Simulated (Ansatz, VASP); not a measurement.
**Two plane-wave programs on NaLiAlCl4**

```xyz
7
Lattice="0.0000 5.2710 5.2710 5.2710 0.0000 5.2710 5.2710 5.2710 0.0000" Properties=species:S:1:pos:R:3 pbc="T T T"
Na    0.0000    0.0000    0.0000
Li    2.6355    2.6355    2.6355
Al    5.2710    5.2710    5.2710
Cl    6.5239    4.0182    6.5239
Cl    4.0182    4.0182    4.0182
Cl    4.0182    6.5239    6.5239
Cl    6.5239    6.5239    4.0182
```

Alike in both runs: functional PBE; k mesh 4 × 4 × 4; occupations gaussian, width 0.1 eV; no spin polarisation.

Ansatz relaxed the structure, and its values are those at the end. VASP's run is a single point on that final structure, the one shown.

|  | VASP | Ansatz |
| --- | --- | --- |
| version | VASP 6.6.1 | Ansatz 0.2.0 |
| potentials or method | VASP PAW PBE potentials, release 64 (Na_pv, Li_sv, Al, Cl) | scalar-relativistic, plane waves, PAW |
| plane-wave cutoff (eV) | 520 | 420 |
| valence electrons in the cell | 41 | 43 |

Ansatz gave:

```
gap on the k mesh at the Fermi level (eV) : none
rms of the force components (eV/Å)        : 0.014
```

Which values does VASP return?

gap on the k mesh at the Fermi level (eV): none; rms of the force components (eV/Å): 0.027.

A gap of «none» marks a metal or a gap that the smearing closes. The two sets of potentials don't hold the same shells in valence.

Caveats: an odd number of electrons without spin polarisation forces a metal; a magnetic or distorted state may lie lower.
